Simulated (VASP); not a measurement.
Consider the following.

```xyz
2
Lattice="0.0000 2.2087 2.2087 2.2087 0.0000 2.2087 2.2087 2.2087 0.0000" Properties=species:S:1:pos:R:3 pbc="T T T"
Si     0.0000     0.0000     0.0000
C      1.1043     1.1043     1.1043
```

Computed with PBE GGA, VASP's PBE PAW potentials (set 64) (plane waves; VASP). Numerical set-up: PREC = Normal, 500 eV cut-off, 6×6×6 Γ-centred mesh, Gaussian smearing of 0.010 eV, potentials Si_GW C_GW_new.

Problem. Give the stress tensor in GPa (positive for a compressed cell).

Solution. 
```
-4.98   0.00   0.00
 0.00  -4.98   0.00
 0.00   0.00  -4.98
```
The pressure is its mean diagonal, -4.98 GPa.

The compound is SiC in the zinc blende structure. This cell is one point of a volume scan, at 1.04 of the reference volume.
